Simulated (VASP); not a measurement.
Given:

```
CELL_PARAMETERS angstrom
      1.66881     0.96349     6.32841
     -1.66881     0.96349     6.32841
      0.00000    -1.92698     6.32841
ATOMIC_POSITIONS crystal
  Ta 0.83325 0.83325 0.83325
  S  0.41820 0.41820 0.41820
  S  0.58156 0.58156 0.58156
```

The numbers are results of LDA (Ceperley-Alder, Perdew-Zunger), VASP's LDA PAW potentials (set 64) (plane waves; VASP), not measurements. Run with 300 eV cut-off, 8×8×8 Γ-centred mesh, Fermi-Dirac smearing of 0.050 eV, potentials Ta_pv S.

Problem. Give the energies of bands 6 to 14 at the high-symmetry points, in eV from the Fermi level.

Solution. 
| band | Γ | T | H2 | L | S0 | F |
|---|---|---|---|---|---|---|
| 6 | -5.98 | -5.12 | -4.96 | -5.78 | -4.96 | -5.68 |
| 7 | -2.46 | -2.48 | -4.70 | -4.33 | -4.68 | -4.46 |
| 8 | -2.46 | -2.48 | -3.84 | -3.88 | -3.88 | -3.62 |
| 9 | -1.33 | -2.31 | -3.44 | -2.95 | -3.45 | -2.88 |
| 10 | -1.33 | -1.30 | -2.73 | -1.26 | -2.69 | -1.73 |
| 11 | -0.43 | -1.30 | -1.67 | -1.16 | -1.69 | -1.31 |
| 12 | 0.68 | 1.55 | 0.64 | -0.29 | 0.67 | -0.22 |
| 13 | 3.21 | 3.27 | 2.31 | 3.56 | 2.28 | 3.52 |
| 14 | 3.21 | 3.28 | 4.13 | 3.86 | 4.13 | 3.90 |

It has no gap at this level: it comes out as a metal or semimetal.

The structure comes from a computed database's TaS2 entry (R3m); how it stands against other phases isn't given here. The cell was not relaxed at this level. The electron count is odd and the run is not spin-polarised, which forces a metal.
